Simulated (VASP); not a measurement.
Data:

```yaml
crystal:
  lattice:
    - [-2.54043, 2.54043, 2.54043]
    - [2.54043, -2.54043, 2.54043]
    - [2.54043, 2.54043, -2.54043]
  atoms:
    - { symbol: Ba, position: [0.00000, 0.00000, 0.00000] }
```

The numbers are results of r2SCAN meta-GGA, VASP's PBE PAW potentials (set 64) (plane waves; VASP), not measurements. Numerical set-up: 520 eV cut-off, 9×9×9 Γ-centred mesh, first-order Methfessel-Paxton smearing of 0.10 eV, potentials Ba_sv.

Unless said otherwise, spin-orbit coupling is left out, though it shifts the bands of the heavy elements here.

Problem. Estimate the energy per atom (σ→0), band gap (on the k-mesh) with the smallest direct gap where there is one.

Solution. 
```
Property                                                     Value
------------------------  ----------------------------------------
band gap (on the k-mesh)  none (metal, semimetal or under 0.01 eV)
energy per atom (σ→0)                              -26.433 eV/atom
```

Only differences to runs with the same potentials and settings are physical.

The compound is Ba in the bcc structure. It was relaxed first. The start is the result of an earlier pass.
